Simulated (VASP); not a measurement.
Computed with vdW-DF-cx, VASP's PBE PAW potentials (set 64) (plane waves; VASP 6.6.1).

The input files of a VASP run:

### KPOINTS
```
K-points
0
Gamma
 17 17 17
```

### POSCAR
```
Cu
1
    0.0000000000     1.8258084862     1.8258084862
    1.8258084862     0.0000000000     1.8258084862
    1.8258084862     1.8258084862     0.0000000000
Cu
1
Direct
  0.0000000000   0.0000000000   0.0000000000
```

### INCAR
```
! general
SYSTEM   = Cu
PREC     = Accurate
ENCUT    = 520
LREAL    = F
LASPH    = T

! electronic loop
EDIFF    = 1E-7
NELM     = 100
ALGO     = Normal   ! blocked Davidson
LMAXMIX  = 4

! smearing
ISMEAR   = 1   ! Methfessel-Paxton
SIGMA    = 0.1

! functional
GGA      = CX
LUSE_VDW = T
AGGAC    = 0.0

! ions
ISIF     = 2   ! forces and stress, cell fixed

! output
LWAVE    = F
LCHARG   = F
```

POTCAR, in this order: Cu (PBE.64 set). Program: vasp_std.

Question: Estimate the energy per atom (σ→0), pressure, band gap (on the k-mesh).

Answer: 
The energy per atom (σ→0) comes out as -1.019 eV/atom, the band gap (on the k-mesh) is none (metal, semimetal or under 0.01 eV) and the pressure comes out as -8.24 GPa.

### OSZICAR
```
...
DAV:   6    -0.143962294760E+01    0.51635E+00   -0.18315E+01  3124   0.991E+01    0.419E+00
DAV:   7    -0.103043031960E+01    0.40919E+00   -0.29219E+00  3173   0.395E+01    0.550E-01
DAV:   8    -0.102016185839E+01    0.10268E-01   -0.54345E-03  3223   0.137E+00    0.300E-01
DAV:   9    -0.101855701283E+01    0.16048E-02   -0.10933E-02  3258   0.223E+00    0.266E-02
DAV:  10    -0.101856307036E+01   -0.60575E-05   -0.39373E-05  4549   0.121E-01    0.811E-03
DAV:  11    -0.101856338911E+01   -0.31875E-06   -0.11715E-06  3219   0.213E-02    0.424E-04
DAV:  12    -0.101856347495E+01   -0.85837E-07   -0.29901E-08  2090   0.289E-03
   1 F= -.10185635E+01 E0= -.10186118E+01  d E =0.145046E-03
```

The compound is Cu in the fcc structure. This cell is one point of a volume scan, at 1.06 of the reference volume.
